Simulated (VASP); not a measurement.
Set up this calculation in VASP 6.6.1, as the native input.

| Quantity | Value |
| --- | --- |
| Task | single point |
| Functional | PBE |
| Potentials or basis | VASP PAW PBE potentials, release 64 (Sc_sv, Eu) |
| Cutoff | 520 eV |
| k mesh | 4 × 4 × 5 |
| Occupations | fermi-dirac, width 0.05 eV |
| Spin | collinear spin, ferromagnetic start |
| Starting moments | [0.0, 0.0, 8.5, 8.5] μB |
| Hubbard terms | Eu f U = 4 eV, Sc d U = 6 eV |
| Supercell matrix | [1, 1, 0, -1, 1, 0, 0, 0, 1] |
| Further INCAR settings | ALGO = Normal; EDIFF = 1e-06 |

The structure of EuSc lies in POSCAR:

```
EuSc
1.0
    3.9449000000      3.9449000000      0.0000000000
   -3.9449000000      3.9449000000      0.0000000000
    0.0000000000      0.0000000000      3.9449000000
Sc Eu
2 2
Direct
    0.5000000000      0.0000000000      0.5000000000
    0.0000000000      0.5000000000      0.5000000000
    0.0000000000      0.0000000000      0.0000000000
    0.5000000000      0.5000000000      0.0000000000
```

The cell was built by a generator and needn't be a form met in nature.

The input as run:

INCAR

```
SYSTEM = EuSc
PREC = Accurate
ENCUT = 520
EDIFF = 1E-6
ISMEAR = -1
SIGMA = 0.05
LREAL = .False.
LASPH = .True.
NELM = 150
ALGO = Normal
ISIF = 2
LWAVE = .False.
LCHARG = .True.
ISPIN = 2
MAGMOM = 0 0 8.5 8.5
LORBIT = 11
LMAXMIX = 6
LDAU = .True.
LDAUTYPE = 2
LDAUL = 2 3
LDAUU = 6 4
LDAUJ = 0 0
LDAUPRINT = 1
GGA = PE
LELF = .True.
LVHAR = .True.
```

KPOINTS

```
regular mesh
0
Gamma
  4 4 5
  0 0 0
```

Potentials or basis: VASP PAW PBE potentials, release 64 (Sc_sv, Eu).

Run with:

```bash
$ cat potpaw_PBE.64/Sc_sv/POTCAR potpaw_PBE.64/Eu/POTCAR > POTCAR
$ mpirun -np 1 vasp_std > vasp.out
```

Results of the run:

```yaml
Pressure: 3.6 GPa
Band_gap_on_the_k_mesh: none (metal or under the smearing width)
Net_moment: 13.63 μB per cell
Site_moments: Sc -0.13; Eu +6.65 μB
Valence_electrons_inside_the_program's_atomic_spheres: Sc 9.05; Eu 14.89
```

Caveat: spin-orbit coupling is left out, which moves the levels of the heavy elements.

Run time: 18 min on 1 thread of Intel(R) Xeon(R) Platinum 8259CL CPU @ 2.50GHz (Skylake/Cascade Lake), on a shared host, peak memory 0.37 GiB.
